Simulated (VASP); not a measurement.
OSZICAR of a VASP run on SiW (space group P6/mmm):

### OSZICAR
```
       N       E                     dE             d eps       ncg     rms          rms(c)
DAV:   1     0.445956834731E+03    0.44596E+03   -0.23864E+04  1080   0.116E+03
DAV:   2    -0.375864243416E+02   -0.48354E+03   -0.47663E+03  1136   0.396E+02
DAV:   3    -0.602742706992E+02   -0.22688E+02   -0.22167E+02  1248   0.828E+01
DAV:   4    -0.608151535223E+02   -0.54088E+00   -0.53944E+00  1168   0.125E+01
DAV:   5    -0.608299006044E+02   -0.14747E-01   -0.14742E-01  1224   0.199E+00    0.324E+01
DAV:   6    -0.588948651052E+02    0.19350E+01   -0.74723E+00  1248   0.149E+01    0.114E+01
DAV:   7    -0.584583003074E+02    0.43656E+00   -0.96007E-01  1176   0.425E+00    0.385E+00
DAV:   8    -0.583970569162E+02    0.61243E-01   -0.15539E-01  1216   0.206E+00    0.553E-01
DAV:   9    -0.583930509814E+02    0.40059E-02   -0.16837E-02  1232   0.587E-01    0.233E-01
DAV:  10    -0.583923309709E+02    0.72001E-03   -0.45080E-03  1248   0.295E-01    0.973E-02
DAV:  11    -0.583923450068E+02   -0.14036E-04   -0.26823E-04  1208   0.709E-02    0.227E-02
DAV:  12    -0.583923426572E+02    0.23496E-05   -0.41355E-05  1256   0.312E-02    0.819E-03
DAV:  13    -0.583923431145E+02   -0.45738E-06   -0.41150E-06  1056   0.887E-03
   1 F= -.58392343E+02 E0= -.58385620E+02  d E =-.134465E-01
```

Problem. Which electronic solver shows in the log?

Solution. It is blocked Davidson (ALGO = Normal, or the opening steps of other solvers). The INCAR had ALGO = Normal.

Problem. Can the final energy be trusted as converged?

Solution. The run converged. It stopped with EDIFF = 1E-6, NELM = 100 (LDA (Ceperley-Alder, Perdew-Zunger), plane waves, VASP's LDA PAW potentials (set 64)).

The structure was generated: SiW was put into an ordered model structure, which need not be its known phase. The cell was not relaxed at this level. The run is one of a series of settings (GGA removed, POTCAR W_sv Si (LDA.64 set) against the base run), some of them coarse on purpose.
